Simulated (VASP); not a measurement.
**Co (hcp): computed properties**

Calculation: PBEsol GGA, VASP's PBE PAW potentials (set 64) (plane waves; VASP 6.6.1).

```json
{
  "space_group": "P6_3/mmc (194)",
  "cell": "a = 2.454 Å, b = 2.454 Å, c = 3.958 Å, α = 90.00°, β = 90.00°, γ = 120.00°",
  "volume_per_atom": "10.32 Å³/atom",
  "band gap (over mesh and band path)": "none (metal, semimetal or under 0.01 eV)",
  "cell_moment": "3.10 μB",
  "density": "9.48 g/cm³"
}
```

```yaml
crystal:
  lattice:
    - [1.22705, -2.12531, 0.00000]
    - [1.22705, 2.12531, 0.00000]
    - [0.00000, 0.00000, 3.95823]
  atoms:
    - { symbol: Co, position: [0.33333, 0.66667, 0.25000], spin: 1.6 }
    - { symbol: Co, position: [0.66667, 0.33333, 0.75000], spin: 1.6 }
```

Measured: a 2.507 Å at 293 K (computed value off by -2.1 %), c 4.070 Å at 293 K (computed value off by -2.8 %), as given by Wikipedia, Cobalt (infobox). The calculation is for a static lattice, while the measured a, c hold thermal and zero-point effects, which are part of the difference.

The compound is Co in the hcp structure. It was relaxed first, which changed the volume by -7 %. Symmetry was kept, so distortions that lower it aren't found.
